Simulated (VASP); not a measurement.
The system is Rh.

```
Rh
1.0
     0.00000    1.89785    1.89785
     1.89785    0.00000    1.89785
     1.89785    1.89785    0.00000
Rh
1
Direct
  0.00000 0.00000 0.00000
```

* Program: VASP 6.6.1
* Task: relaxation of cell and atoms
* Functional: LDA
* Potentials or basis: VASP PAW LDA potentials, release 64 (Rh_pv)
* Cutoff: 600 eV
* k mesh: 16 × 16 × 16
* Occupations: methfessel-paxton, width 0.1 eV
* Spin: no spin polarisation

At the start: pressure -9.0 GPa; volume 13.67 Å³/atom.

Problem. How do energy, volume and symmetry change on relaxing?

Solution. Over 4 steps the energy falls by 12.0 meV/atom and the volume is 13.26 Å³/atom (-3.0 %); space group Fm-3m (No. 225, to 0.05 Å).

The path:
```csv
step,energy change (eV),largest force (eV/Å),pressure (GPa),volume (Å³)
1,0.0000,0.0000,-9.02,13.67
2,0.0862,0.0000,32.44,12.20
3,-0.0120,0.0000,-0.37,13.27
4,-0.0120,0.0000,-0.05,13.26
```

Final structure:
```cif
data_structure
_symmetry_space_group_name_H-M 'P 1'
_symmetry_Int_Tables_number 1
_cell_length_a 2.6566
_cell_length_b 2.6566
_cell_length_c 2.6566
_cell_angle_alpha 60.000
_cell_angle_beta 60.000
_cell_angle_gamma 60.000
_cell_volume 13.26
loop_
_atom_site_label
_atom_site_type_symbol
_atom_site_fract_x
_atom_site_fract_y
_atom_site_fract_z
_atom_site_occupancy
Rh1 Rh 0.00000 0.00000 0.00000 1
```
